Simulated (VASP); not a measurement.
Runs of VASP 6.6.1 on LiMgBN2. It takes space group C2 (No. 5, monoclinic). The conventional cell has a = 5.401 Å, b = 5.401 Å, c = 5.200 Å, α = 90.00°, β = 121.29°, γ = 90.00°. Around Li (site symmetry 2) lie 4 N at 2.02 to 2.18 Å. Mg (site symmetry 2) has 4 N at 2.02 to 2.18 Å as nearest neighbours. B (site symmetry 2) has 2 N at 1.35 Å as nearest neighbours. Around N (site symmetry 1) lie 1 B at 1.35 Å. The cell comes from a database or a generator and needn't be the stable form of this composition.

```csv
cell,further INCAR settings,gap on the mesh (eV),largest force (eV/Å)
"all N atoms moved +0.125 Å, as atom 4 along Cartesian [1 -1 0]",ALGO = Fast; EDIFF = 1e-07; NBANDS = 17,(c),1.23
"all N atoms moved -0.500 Å, as atom 4 along Cartesian [1 -1 0]",ALGO = Fast; EDIFF = 1e-06; NBANDS = 17,1.46,(a)
"all N atoms moved -0.250 Å, as atom 4 along Cartesian [1 -1 0]",ALGO = Fast; EDIFF = 1e-07; NBANDS = 17,2.27,2.73
"all N atoms moved +0.438 Å, as atom 4 along Cartesian [1 -1 0]",ALGO = Fast; EDIFF = 1e-07; NBANDS = 17,1.68,(b)
```

Alike in all rows: task single point; level PBE; potentials or basis VASP PAW PBE potentials, release 64 (Li_sv, Mg, B, N); no spin polarisation; k mesh 8 × 8 × 8; cutoff (eV) 520; smearing gaussian 0.05 eV.

Fill in the values left out.

(a) 6.58; (b) 5.56; (c) 2.53.

Caveats: forces of over 1 eV/Å show positions far from the minimum, so gaps and moduli don't describe the material at rest.

A k mesh can miss the band edges.
